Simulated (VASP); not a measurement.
Calculation: LDA (Ceperley-Alder, Perdew-Zunger), VASP's LDA PAW potentials (set 64) (plane waves; VASP 6.6.1).

Input for VASP

**KPOINTS**
```
Automatic mesh
0
Gamma
8 8 8
0 0 0
```

POSCAR:
```
Cs
1.0
 -2.8740639606   2.8740639606   2.8740639606
  2.8740639606  -2.8740639606   2.8740639606
  2.8740639606   2.8740639606  -2.8740639606
Cs
1
direct
  1.0000000000   1.0000000000   1.0000000000
```

INCAR:
```
SYSTEM = Cs
PREC = Accurate
ENCUT = 520
EDIFF = 1E-6
NELM = 100
ALGO = Normal
LREAL = .FALSE.
LASPH = .TRUE.
ISMEAR = 1
SIGMA = 0.1
LMAXMIX = 4
LWAVE = .FALSE.
LCHARG = .FALSE.
IBRION = 2
ISIF = 3
NSW = 60
EDIFFG = -0.01
```

POTCAR, in this order: Cs_sv (LDA.64 set). Program: vasp_std.

The resulting files:

OUTCAR:
```
 ion  position               nearest neighbor table
   1  0.000  0.000  0.000-
  LATTYP: Found a body centered cubic cell.
 ALAT       =     5.7481279212
 Subroutine PRICEL returns:
 Original cell was already a primitive cell.
 Subroutine GETGRP returns: Found 48 space group operations
The static configuration has the point symmetry O_h .
The dynamic configuration has the point symmetry O_h .
 Subroutine INISYM returns: Found 48 space group operations
 Subroutine IBZKPT returns following result:
 Found     29 irreducible k-points:

 Following reciprocal coordinates:
            Coordinates               Weight
  0.000000  0.000000  0.000000      1.000000
  0.125000  0.000000  0.000000     12.000000
  0.250000  0.000000  0.000000     12.000000
  0.375000  0.000000  0.000000     12.000000
  0.500000  0.000000  0.000000      6.000000
  0.125000  0.125000  0.000000     24.000000
  0.250000  0.125000  0.000000     48.000000
  0.375000  0.125000  0.000000     48.000000
  0.250000  0.250000  0.000000     24.000000
  0.375000  0.250000  0.000000     24.000000
  0.125000  0.125000  0.125000      8.000000
  0.250000  0.125000  0.125000     24.000000
  0.375000  0.125000  0.125000     12.000000
 -0.125000  0.125000  0.125000      6.000000
  0.250000  0.250000  0.125000     24.000000
 -0.250000  0.250000  0.125000     24.000000
 -0.375000  0.375000  0.125000     24.000000
 -0.250000  0.375000  0.125000     24.000000
  0.500000  0.500000  0.125000     12.000000
 -0.375000  0.500000  0.125000     48.000000
 -0.375000 -0.375000  0.125000      8.000000
  0.250000  0.250000  0.250000      2.000000
 -0.250000  0.250000  0.250000      6.000000
 -0.375000  0.375000  0.250000     24.000000
  0.500000  0.500000  0.250000     12.000000
...
```

### OSZICAR
```
       N       E                     dE             d eps       ncg     rms          rms(c)
DAV:   1     0.515057821318E+02    0.51506E+02   -0.31521E+03   464   0.809E+02
DAV:   2     0.337779915703E+01   -0.48128E+02   -0.47617E+02   584   0.123E+02
DAV:   3    -0.943401370217E+00   -0.43212E+01   -0.43196E+01   512   0.450E+01
DAV:   4    -0.989974154999E+00   -0.46573E-01   -0.46568E-01   816   0.566E+00
DAV:   5    -0.990047950186E+00   -0.73795E-04   -0.73795E-04   616   0.137E-01    0.150E-01
DAV:   6    -0.988378182684E+00    0.16698E-02   -0.23852E-03   728   0.266E-01    0.859E-02
DAV:   7    -0.987817801716E+00    0.56038E-03   -0.29855E-03   592   0.297E-01    0.382E-02
DAV:   8    -0.987841011931E+00   -0.23210E-04   -0.55695E-05   712   0.642E-02    0.384E-03
DAV:   9    -0.987841784560E+00   -0.77263E-06   -0.86902E-07   776   0.548E-03
   1 F= -.98784178E+00 E0= -.98695061E+00  d E =-.987842E+00
```

### OUTCAR
```
------------------------ aborting loop because EDIFF is reached ----------------------------------------
  FORCE on cell =-STRESS in cart. coord.  units (eV):
  Direction    XX          YY          ZZ          XY          YZ          ZX
  --------------------------------------------------------------------------------------
  Total       -0.0006705     -0.0006705     -0.0006705      0.0000000      0.0000000     -0.0000000
  in kB       -0.0113126     -0.0113126     -0.0113126      0.0000000      0.0000000     -0.0000000
  external PRESSURE =      -0.0113126 kB  Pullay stress =       0.0000000 kB
  volume of cell :       94.96
      direct lattice vectors                 reciprocal lattice vectors
    -2.874063961  2.874063961  2.874063961     0.000000000  0.173969684  0.173969684
     2.874063961 -2.874063961  2.874063961     0.173969684  0.000000000  0.173969684
     2.874063961  2.874063961 -2.874063961     0.173969684  0.173969684  0.000000000
 POSITION                                       TOTAL-FORCE (eV/Angst)
 -----------------------------------------------------------------------------------
      0.00000      0.00000      0.00000         0.000000     -0.000000      0.000000
 -----------------------------------------------------------------------------------
    total drift:                               -0.000000     -0.000000     -0.000000
  FREE ENERGIE OF THE ION-ELECTRON SYSTEM (eV)
  ---------------------------------------------------
  free  energy   TOTEN  =        -0.9878417846 eV

  energy  without entropy=       -0.9851682688  energy(sigma->0) =       -0.98695061

 reached required accuracy - stopping structural energy minimisation
```
(Selected blocks of OUTCAR.)

The compound is Cs in the bcc structure. It was relaxed first, which changed the volume by -16 %. The start is the result of an earlier pass.
